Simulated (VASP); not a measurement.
```xyz
3
Lattice="2.1008 -3.6387 0.0000 2.1008 3.6387 0.0000 0.0000 0.0000 5.1644" Properties=species:S:1:pos:R:3 pbc="T T T"
Se     0.5063     0.8769     3.4429
Se     3.1890     0.0000     0.0000
Se     0.5063    -0.8769     1.7214
```

All values below come from optB88-vdW, VASP's PBE PAW potentials (set 64) (plane waves; VASP). Run with 520 eV cut-off, 6×6×5 Γ-centred mesh, Gaussian smearing of 0.050 eV, potentials Se.

Q: Predict the energy per atom (σ→0).

A: 
The energy per atom (σ→0) is -1.865 eV/atom.

Total energies compare only between runs with the same potentials, cut-off and functional.

The compound is Se in the trig structure. It was relaxed first.
